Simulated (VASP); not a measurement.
Calculation: rev-vdW-DF2, VASP's PBE PAW potentials (set 64) (plane waves; VASP 6.6.1).

The input files of a VASP run:

KPOINTS:
```
Automatic mesh
0
Gamma
10 10 10
0 0 0
```

**POSCAR**
```
Bi
1
    4.1267465306    -2.2575626833    -0.0023733815
    4.1267465306     2.2575626833    -0.0023733815
    2.8938662437     0.0000000000     3.7083918308
Bi
2
Direct
  0.2354180019   0.2354180019   0.2354180019
  0.7645819981   0.7645819981   0.7645819981
```

INCAR:
```
AGGAC=0.0
ALGO=Normal
EDIFF=1E-7
EDIFFG=-0.01
ENCUT=520
GGA=MK
IBRION=2
ISIF=4
ISMEAR=1
LASPH=.TRUE.
LCHARG=.FALSE.
LMAXMIX=4
LREAL=.FALSE.
LUSE_VDW=.TRUE.
LWAVE=.FALSE.
NELM=100
NSW=30
PARAM1=0.1234568
PARAM2=0.7114
PREC=Accurate
SIGMA=0.1
SYSTEM=Bi
ZAB_VDW=-1.8867
```

POTCAR, in this order: Bi_d (PBE.64 set). Program: vasp_std.

**Question.** What will the output report for the number of irreducible k-points (NKPTS), largest plane-wave count, number of space-group operations, FFT grid (NGX, NGY, NGZ)?

**Answer.** 
- number of irreducible k-points (NKPTS): 116
- largest plane-wave count: 1892
- number of space-group operations: 12
- FFT grid (NGX, NGY, NGZ): 36 × 36 × 36

The compound is Bi in the a7 structure. This cell is one point of a volume scan, at 0.97 of the reference volume. Symmetry was kept, so distortions that lower it aren't found.
